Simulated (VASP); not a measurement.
Level of theory: PBEsol GGA, VASP's PBE PAW potentials (set 64) (plane waves; VASP).

A VASP calculation is set up with these files.

File POSCAR:
```
Tl
1
    1.6824197285    -2.9140365481     0.0000000000
    1.6824197285     2.9140365481     0.0000000000
    0.0000000000     0.0000000000     5.4492654993
Tl
2
Direct
  0.3333330000   0.6666670000   0.2500000000
  0.6666670000   0.3333330000   0.7500000000
```

KPOINTS:
```
Automatic mesh
0
Gamma
12 12 7
0 0 0
```

**INCAR**
```
# general
SYSTEM =Tl
PREC   =Accurate
ENCUT  =520   # plane-wave cut-off (eV)
LREAL  =.False.   # projection in real space or not
LASPH  =.True.   # aspherical one-centre terms

# electronic loop
EDIFF  =1E-7
NELM   =100   # most electronic steps
ALGO   =Normal   # blocked Davidson
LMAXMIX=4   # l cut-off of mixed one-centre charges

# smearing
ISMEAR =1
SIGMA  =0.1   # width (eV)

# functional
GGA    =PS   # PBEsol

# ions
IBRION =2
NSW    =30   # most ionic steps
ISIF   =4   # ions and shape, fixed volume
EDIFFG =-0.01   # ionic stop

# output
LWAVE  =.False.
LCHARG =.False.
```

POTCAR, in this order: Tl_d (PBE.64 set). Program: vasp_std.

Unless said otherwise, spin-orbit coupling is left out, though it shifts the bands of the heavy elements here.

Predict the energy per atom (σ→0), band gap (on the k-mesh).

The energy per atom (σ→0) is -2.614 eV/atom and the band gap (on the k-mesh) is none (metal, semimetal or under 0.01 eV).

### OSZICAR
```
...
DAV:   1    -0.523002102831E+01   -0.19147E-02   -0.78979E-02  2678   0.220E+00    0.186E-01
DAV:   2    -0.522881625479E+01    0.12048E-02   -0.77671E-04  2651   0.304E-01    0.112E-01
DAV:   3    -0.522820537874E+01    0.61088E-03   -0.11812E-03  2719   0.352E-01    0.131E-02
DAV:   4    -0.522820885207E+01   -0.34733E-05   -0.69368E-05  2672   0.779E-02    0.654E-03
DAV:   5    -0.522820891676E+01   -0.64696E-07   -0.10874E-06  3022   0.121E-02    0.180E-03
DAV:   6    -0.522820875998E+01    0.15679E-06   -0.28739E-07  2075   0.622E-03    0.161E-04
DAV:   7    -0.522820876441E+01   -0.44392E-08   -0.20577E-08  1340   0.130E-03
   4 F= -.52282088E+01 E0= -.52282723E+01  d E =-.835932E-02
```

The compound is Tl in the hcp structure. This cell is one point of a volume scan, at 0.94 of the reference volume. Symmetry was kept, so distortions that lower it aren't found.
